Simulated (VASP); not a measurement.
# KCaF3 (Pm-3m) in VASP: single point with LDA

Aim: the single point of KCaF3 with LDA.

Everything below comes from runs of VASP 6.6.1. Logs are shortened: lines on timing, memory, paths and dates and some standing lists are left out, and cuts for length are marked.

### Step 1. The structure

The structure is cubic, space group Pm-3m (No. 221). The conventional cell has a = 4.482 Å, b = 4.482 Å, c = 4.482 Å, α = 90.00°, β = 90.00°, γ = 90.00°. Around K (site symmetry m-3m) lie 12 F at 3.17 Å. Ca (site symmetry m-3m) is surrounded by 6 F at 2.24 Å. F (site symmetry 4/mmm) has 2 Ca at 2.24 Å as nearest neighbours.

The cell comes from a database or a generator and needn't be the stable form of this composition.

### Step 2. Single point, LDA

The input, INCAR:

```
ALGO = Normal
EDIFF = 1E-7
ENCUT = 520
GGA = CA
ISIF = 2
ISMEAR = 0
LASPH = True
LCHARG = False
LREAL = False
LWAVE = False
NBANDS = 28
NELM = 60
PREC = Accurate
SIGMA = 0.1
```

The input, KPOINTS:

```
k-points
0
Gamma
  4 4 4
```

The input, POSCAR:

```
KCaF3
1.0
    4.4817260000      0.0000000000      0.0000000000
    0.0000000000      4.4817260000      0.0000000000
    0.0000000000      0.0000000000      4.4817260000
K Ca F
1 1 3
Direct
    0.5000000000      0.5000000000      0.5000000000
    0.0000000000      0.0000000000      0.0000000000
    0.0000000000      0.5000000000      0.0000000000
    0.0000000000      0.0000000000      0.5000000000
    0.5000000000      0.0000000000      0.0000000000
```

Potentials or basis: VASP PAW LDA potentials, release 64 (K_sv, Ca_sv, F).

The run is started by

```bash
cat potpaw_LDA.64/K_sv/POTCAR potpaw_LDA.64/Ca_sv/POTCAR potpaw_LDA.64/F/POTCAR > POTCAR
mpirun -np 1 vasp_std > vasp.out
```

OUTCAR:

```text
EDIFF = 1E-7
   ENCUT = 520
   GGA = CA
   ISIF = 2
   ISMEAR = 0
   LASPH = True
   LREAL = False
   NELM = 60
   PREC = Accurate

 ion  position               nearest neighbor table
   1  0.500  0.500  0.500-
   2  0.000  0.000  0.000-   3 2.24   4 2.24   5 2.24   4 2.24   3 2.24   5 2.24
   3  0.000  0.500  0.000-   2 2.24   2 2.24
   4  0.000  0.000  0.500-   2 2.24   2 2.24
   5  0.500  0.000  0.000-   2 2.24   2 2.24

  LATTYP: Found a simple cubic cell.
 ALAT       =     4.4817260000

  Lattice vectors:

 A1 = (   4.4817260000,   0.0000000000,   0.0000000000)
 A2 = (   0.0000000000,   4.4817260000,   0.0000000000)
 A3 = (   0.0000000000,   0.0000000000,   4.4817260000)

Analysis of symmetry for initial positions (statically):
=====================================================================
 Subroutine PRICEL returns:
 Original cell was already a primitive cell.

 Routine SETGRP: Setting up the symmetry group for a
 simple cubic supercell.

 Subroutine GETGRP returns: Found 48 space group operations
 (whereof 48 operations were pure point group operations)
 out of a pool of 48 trial point group operations.

The static configuration has the point symmetry O_h .

Analysis of symmetry for dynamics (positions and initial velocities):
=====================================================================
 Subroutine PRICEL returns:
 Original cell was already a primitive cell.

 Routine SETGRP: Setting up the symmetry group for a
 simple cubic supercell.

 Subroutine GETGRP returns: Found 48 space group operations
 (whereof 48 operations were pure point group operations)
 out of a pool of 48 trial point group operations.

The dynamic configuration has the point symmetry O_h .

 Subroutine INISYM returns: Found 48 space group operations
 (whereof 48 operations are pure point group operations),
 and found     1 'primitive' translations

----------------------------------------------------------------------------------------

                                     Primitive cell

  volume of cell :      90.0194

  direct lattice vectors                    reciprocal lattice vectors
     4.481726000  0.000000000  0.000000000     0.223128322  0.000000000  0.000000000
     0.000000000  4.481726000  0.000000000     0.000000000  0.223128322  0.000000000
     0.000000000  0.000000000  4.481726000     0.000000000  0.000000000  0.223128322

  length of vectors
     4.481726000  4.481726000  4.481726000     0.223128322  0.223128322  0.223128322

  position of ions in fractional coordinates (direct lattice)
     0.500000000  0.500000000  0.500000000
     0.000000000  0.000000000  0.000000000
     0.000000000  0.500000000  0.000000000
     0.000000000  0.000000000  0.500000000
     0.500000000  0.000000000  0.000000000

  ion indices of the primitive-cell ions
   primitive index   ion index
                 1           1
                 2           2
                 3           3
                 4           4
                 5           5

----------------------------------------------------------------------------------------

 KPOINTS: k-points

Automatic generation of k-mesh.
 Grid dimensions read from file:
 generate k-points for:    4    4    4

 Generating k-lattice:

  Cartesian coordinates                     Fractional coordinates (reciprocal lattice)
     0.055782080  0.000000000  0.000000000     0.250000000  0.000000000  0.000000000
     0.000000000  0.055782080  0.000000000     0.000000000  0.250000000  0.000000000
     0.000000000  0.000000000  0.055782080     0.000000000  0.000000000  0.250000000

  Length of vectors
     0.055782080  0.055782080  0.055782080

  Shift w.r.t. Gamma in fractional coordinates (k-lattice)
     0.000000000  0.000000000  0.000000000

 Subroutine IBZKPT returns following result:
 ===========================================

 Found     10 irreducible k-points:

 Following reciprocal coordinates:
            Coordinates               Weight
  0.000000  0.000000  0.000000      1.000000
  0.250000  0.000000  0.000000      6.000000
  0.500000  0.000000  0.000000      3.000000
  0.250000  0.250000  0.000000     12.000000
  0.500000  0.250000  0.000000     12.000000
  0.500000  0.500000  0.000000      3.000000
  0.250000  0.250000  0.250000      8.000000
  0.500000  0.250000  0.250000     12.000000
  0.500000  0.500000  0.250000      6.000000
  0.500000  0.500000  0.500000      1.000000
   k-points           NKPTS =     10   k-points in BZ     NKDIM =     10   number of bands    NBANDS=     28
   number of dos      NEDOS =    301   number of ions     NIONS =      5
   total plane-waves  NPLWV =  46656
   dimension x,y,z NGX =    36 NGY =   36 NGZ =   36
   dimension x,y,z NGXF=    72 NGYF=   72 NGZF=   72
   ions per type =               1   1   3
   NGX,Y,Z   is equivalent  to a cutoff of  13.35, 13.35, 13.35 a.u.
   NGXF,Y,Z  is equivalent  to a cutoff of  26.71, 26.71, 26.71 a.u.
 SYSTEM =  unknown system
   PREC   = accura    normal or accurate (medium, high low for compatibility)
   ISTART =      0    job   : 0-new  1-cont  2-samecut
   ICHARG =      2    charge: 1-file 2-atom 10-const
   ISPIN  =      1    spin polarized calculation?
   LNONCOLLINEAR =      F non collinear calculations
   LSORBIT =      F    spin-orbit coupling
   LASPH  =      T    aspherical Exc in radial PAW
   ENCUT  =  520.0 eV  38.22 Ry    6.18 a.u.   8.33  8.33  8.33*2*pi/ulx,y,z
   NELM   =     60;   NELMIN=  2; NELMDL= -5     # of ELM steps
   EDIFF  = 0.1E-06   stopping-criterion for ELM
   LREAL  =      F    real-space projection
   EDIFFG = 0.1E-05   stopping-criterion for IOM
   NSW    =      0    number of steps for IOM
   IBRION =     -1    ionic relax: 0-MD 1-quasi-New 2-CG
   NFREE  =      0    steps in history (QN), initial steepest desc. (CG)
   ISIF   =      2    stress and relaxation
   ISYM   =      2    0-nonsym 1-usesym 2-fastsym
   POTIM  = 0.5000    time-step for ionic-motion
   TEBEG  =    0.0;   TEEND  =   0.0 temperature during run
   PSTRESS=    0.0 pullay stress
   NELECT =      40.0000    total number of electrons
   NUPDOWN=      -1.0000    fix difference up-down
   EMIN   =  10.00;   EMAX   =-10.00  energy-range for DOS
   EFERMI =   0.00;   METHOD = LEGACY
   ISMEAR =     0;   SIGMA  =   0.10  broadening in eV -4-tet -1-fermi 0-gaus
   EFERMI_NEDOS =   21; number of points for ismear=-14 and -15
   IALGO  =     38    algorithm
   IMIX   =      4    mixing-type and parameters
     AMIX     =   0.40;   BMIX     =  1.00
     AMIX_MAG =   1.60;   BMIX_MAG =  1.00
  volume/ion in A,a.u.               =      18.00       121.50
  Fermi-wavevector in a.u.,A,eV,Ry     =   1.249250  2.360741 21.233616  1.560627
  Thomas-Fermi vector in A             =   2.383300
   LORBIT       =      0    0 simple, 1 ext, 2 COOP (PROOUT), +10 PAW based schemes
   GGA     = CA    functional components
   LHFCALC =     F    Hartree Fock is set to
   AEXX    =    0.0000 exact exchange contribution
   IVDW    =     0    specifies the selected vdW correction
   LEPSILON=     F    determine dielectric tensor
   LRPA    =     F    only Hartree local field effects (RPA)
 non-spin polarized calculation
 Gauss-broadening in eV      SIGMA  =   0.10
  energy-cutoff  :      520.00
  volume of cell :       90.02
 maximum number of plane-waves:      2469
 NGX is ok and might be reduce to    36
   NGX = 17   NGY = 17   NGZ = 17

 number of electron      40.0000007 magnetization

 Free energy of the ion-electron system (eV)
  ---------------------------------------------------
  ext. energy  EPLUGINS =         0.00000000
  ---------------------------------------------------
  free energy    TOTEN  =       -27.61999499 eV

  energy without entropy =      -27.61999499  energy(sigma->0) =      -27.61999499

 E-fermi :  -2.5524     XC(G=0):  -9.1378

 val. band max:       -2.9879322806   @ k =   0.5000   0.5000   0.5000
 cond. band min:       2.8031427069   @ k =   0.0000   0.0000   0.0000
 fundamental gap:      5.7910749875
 Fermi energy:        -2.5524082245

 k-point     1 :       0.0000    0.0000    0.0000
  band No.  band energies     occupation
      1     -37.9101      2.00000
      2     -29.1865      2.00000
      3     -21.7629      2.00000
      4     -21.6442      2.00000
      5     -21.6442      2.00000
      6     -19.3706      2.00000
[... 20 lines left out ...]
     27       8.0833      0.00000
     28       8.0833      0.00000

 k-point     2 :       0.2500    0.0000    0.0000
  band No.  band energies     occupation
      1     -37.9074      2.00000
      2     -29.1847      2.00000
      3     -21.9719      2.00000
      4     -21.7216      2.00000
      5     -21.6426      2.00000
      6     -19.3679      2.00000
[... 20 lines left out ...]
     27       7.9747      0.00000
     28       8.6037      0.00000

 k-point     3 :       0.5000    0.0000    0.0000
  band No.  band energies     occupation
      1     -37.9048      2.00000
      2     -29.1829      2.00000
      3     -22.1896      2.00000
      4     -21.7302      2.00000
      5     -21.6415      2.00000
      6     -19.3653      2.00000
[... 20 lines left out ...]
     27       7.7644      0.00000
     28       8.1214      0.00000

 k-point     4 :       0.2500    0.2500    0.0000
  band No.  band energies     occupation
      1     -37.9048      2.00000
      2     -29.1829      2.00000
      3     -21.9889      2.00000
      4     -21.9510      2.00000
      5     -21.6793      2.00000
      6     -19.3654      2.00000
[... 144 lines left out ...]
     27       7.7759      0.00000
     28       8.8415      0.00000

 k-point     9 :       0.5000    0.5000    0.2500
  band No.  band energies     occupation
      1     -37.8969      2.00000
      2     -29.1779      2.00000
      3     -22.1877      2.00000
      4     -22.1877      2.00000
      5     -21.9626      2.00000
      6     -18.9411      2.00000
[... 20 lines left out ...]
     27       8.2512      0.00000
     28       8.9214      0.00000

 k-point    10 :       0.5000    0.5000    0.5000
  band No.  band energies     occupation
      1     -37.8942      2.00000
      2     -29.1765      2.00000
      3     -22.1848      2.00000
      4     -22.1848      2.00000
      5     -22.1848      2.00000
      6     -18.5747      2.00000
[... 20 lines left out ...]
     27       7.6635      0.00000
     28       9.7124      0.00000

------------------------ aborting loop because EDIFF is reached ----------------------------------------

  FORCE on cell =-STRESS in cart. coord.  units (eV):
  Direction    XX          YY          ZZ          XY          YZ          ZX
  --------------------------------------------------------------------------------------
  -------------------------------------------------------------------------------------
  Total       -2.8727708     -2.8727708     -2.8727708      0.0000000     -0.0000000      0.0000000
  in kB      -51.1299837    -51.1299837    -51.1299837      0.0000000     -0.0000000      0.0000000
  external PRESSURE =     -51.1299837 kB  Pullay stress =       0.0000000 kB

 VOLUME and BASIS-vectors are now :
 -----------------------------------------------------------------------------
  energy-cutoff  :      520.00
  volume of cell :       90.02
      direct lattice vectors                 reciprocal lattice vectors
     4.481726000  0.000000000  0.000000000     0.223128322  0.000000000  0.000000000
     0.000000000  4.481726000  0.000000000     0.000000000  0.223128322  0.000000000
     0.000000000  0.000000000  4.481726000     0.000000000  0.000000000  0.223128322

 POSITION                                       TOTAL-FORCE (eV/Angst)
 -----------------------------------------------------------------------------------
      2.24086      2.24086      2.24086         0.000000      0.000000      0.000000
      0.00000      0.00000      0.00000         0.000000      0.000000      0.000000
      0.00000      2.24086      0.00000         0.000000      0.000000      0.000000
      0.00000      0.00000      2.24086         0.000000      0.000000      0.000000
      2.24086      0.00000      0.00000         0.000000      0.000000      0.000000
 -----------------------------------------------------------------------------------
    total drift:                                0.000000      0.000000     -0.000000

  FREE ENERGIE OF THE ION-ELECTRON SYSTEM (eV)
  ---------------------------------------------------
  free  energy   TOTEN  =       -27.6199949948 eV

  energy  without entropy=      -27.6199949948  energy(sigma->0) =      -27.61999499
```

Wall time 37 s (1 thread of Intel Xeon Platinum 8488C (Sapphire Rapids), shared host); peak memory 0.18 GiB.

What came out:

```
Free energy            : -27.6200 eV
Pressure               : -5.1 GPa
Band gap on the k mesh : 5.79 eV, indirect (least direct gap 5.97 eV)
```

A k mesh can miss the band edges. As with any semilocal functional, this LDA gap is likely too small.
